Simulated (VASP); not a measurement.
Input:

```
CELL_PARAMETERS angstrom
      2.86000     0.00000     0.00000
      0.00000     2.86000     0.00000
      0.00000     0.00000     2.86000
ATOMIC_POSITIONS crystal
  Al 0.50000 0.50000 0.50000
  Co 0.00000 0.00000 0.00000
```

Computed with PBE GGA, VASP's PBE PAW potentials (set 64) (plane waves; VASP). Numerical set-up: 400 eV cut-off, 11×11×11 Γ-centred mesh, tetrahedra with Blöchl corrections, potentials Al Co.

For a metal the tetrahedron method with Blöchl corrections gives inexact stress and forces.

What does the run give for the energy per atom (σ→0), pressure, band gap (on the k-mesh) with the smallest direct gap where there is one?

```json
{
 "band gap (on the k-mesh)": "none (metal, semimetal or under 0.01 eV)",
 "energy per atom (σ→0)": "-5.994 eV/atom",
 "pressure": "-1.89 GPa"
}
```

The compound is CoAl in the CsCl type structure. The cell was not relaxed at this level. The run is one of a series of settings (ISMEAR = -5, SIGMA removed against the base run), some of them coarse on purpose. The run is not spin-polarised, so no magnetic state was tried.
